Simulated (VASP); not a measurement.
Consider the following.

```
CELL_PARAMETERS angstrom
      4.13017     0.00000     0.00000
     -2.06509     3.57684     0.00000
      0.00000     0.00000     7.40048
ATOMIC_POSITIONS crystal
  Cu 0.66667 0.33333 0.59246
  Cu 0.33333 0.66667 0.40754
  I  0.33333 0.66667 0.75664
  I  0.66667 0.33333 0.24336
```

These are r2SCAN meta-GGA, VASP's PBE PAW potentials (set 64) (plane waves; VASP 6.6.1) values and carry that method's errors. Settings: 400 eV cut-off, 7×7×4 Γ-centred mesh, tetrahedra with Blöchl corrections, potentials Cu I.

Unless said otherwise, spin-orbit coupling is left out, though it shifts the bands of the heavy elements here.

**Question.** Predict the energy per atom (σ→0), band gap (over mesh and band path) with the smallest direct gap where there is one.

**Answer.** 
```
Quantity                                                Result
---------------------------------------------  ---------------
band gap (over mesh and band path)                     2.13 eV
smallest direct gap (over mesh and band path)          2.13 eV
energy per atom (σ→0)                          -17.902 eV/atom
```

The absolute energy has meaning only against runs of the same code, potentials and settings.

The structure comes from a computed database's CuI entry (P-3m1); how it stands against other phases isn't given here. It was relaxed first.
